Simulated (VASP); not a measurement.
Given:

```xyz
2
Lattice="0.0000 3.8288 3.8288 3.8288 0.0000 3.8288 3.8288 3.8288 0.0000" Properties=species:S:1:pos:R:3 pbc="T T T"
Cs     0.0000     0.0000     0.0000
Cl     1.9144     1.9144     1.9144
```

Computed with PBEsol GGA, VASP's PBE PAW potentials (set 64) (plane waves; VASP). Numerical set-up: 400 eV cut-off, 6×6×6 Γ-centred mesh, Gaussian smearing of 0.050 eV, potentials Cs_sv Cl.

Unless said otherwise, spin-orbit coupling is left out, though it shifts the bands of the heavy elements here.

Q: Predict the energy per atom (σ→0), band gap (on the k-mesh) with the smallest direct gap where there is one.

A: 
```
Item                                          Value
-----------------------------------  --------------
band gap (on the k-mesh)                    4.48 eV
smallest direct gap (on the k-mesh)         4.77 eV
energy per atom (σ→0)                -3.337 eV/atom
```

Total energies compare only between runs with the same potentials, cut-off and functional.

The structure was generated: CsCl was put into the zinc blende type (F-43m), which need not be its known phase. It was relaxed first, which changed the volume by -12 %. The start is the result of an earlier pass.
